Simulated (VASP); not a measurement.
VASP ran on this input.

KPOINTS:
```
Automatic mesh
0
Gamma
8 8 8
0 0 0
```

INCAR:
```
SYSTEM = CaSe
PREC = Accurate; ENCUT = 400; LREAL = .FALSE.
LASPH = .TRUE.
EDIFF = 1E-6; NELM = 100; ALGO = Normal
LMAXMIX = 4
ISMEAR = 0; SIGMA = 0.05
GGA = PE
ISIF = 2
LWAVE = .FALSE.; LCHARG = .FALSE.
```

File POSCAR:
```
CaSe
1
    0.0000000000     2.9600000000     2.9600000000
    2.9600000000     0.0000000000     2.9600000000
    2.9600000000     2.9600000000     0.0000000000
Ca Se
1 1
Direct
  0.0000000000   0.0000000000   0.0000000000
  0.5000000000   0.5000000000   0.5000000000
```

POTCAR, in this order: Ca_sv Se (PBE.64 set). Program: vasp_std.

**Question.** Write an equivalent input for Quantum ESPRESSO's pw.x.

**Answer.** One equivalent input (not run):
```
&CONTROL
  calculation = 'scf'
  pseudo_dir = './pseudo'
  outdir = './out'
  tprnfor = .true.
  tstress = .true.
/
&SYSTEM
  ibrav = 0
  nat = 2
  ntyp = 2
  ecutwfc = 86
  occupations = 'smearing'
  smearing = 'gaussian'
  degauss = 0.003675
  input_dft = 'pbe'
/
&ELECTRONS
  conv_thr = 7.3e-08
  electron_maxstep = 100
/
ATOMIC_SPECIES
  Ca 40.078 Ca.upf
  Se 78.971 Se.upf
CELL_PARAMETERS angstrom
     0.0000000    2.9600000    2.9600000
     2.9600000    0.0000000    2.9600000
     2.9600000    2.9600000    0.0000000
ATOMIC_POSITIONS crystal
  Ca   0.0000000  0.0000000  0.0000000
  Se   0.5000000  0.5000000  0.5000000
K_POINTS automatic
  8 8 8 0 0 0
```
What does not carry over: the potentials are each code's own (VASP's PAW set, PseudoDojo norm-conserving files in pw.x), so ENCUT and ecutwfc are chosen apart and not converted; conv_thr bounds pw.x's estimated SCF error, while EDIFF bounds the energy change between steps.

The compound is CaSe in the rock salt structure. The cell was not relaxed at this level. The run is one of a series of settings (KPOINTS 8×8×8 Γ-centred mesh against the base run), some of them coarse on purpose.
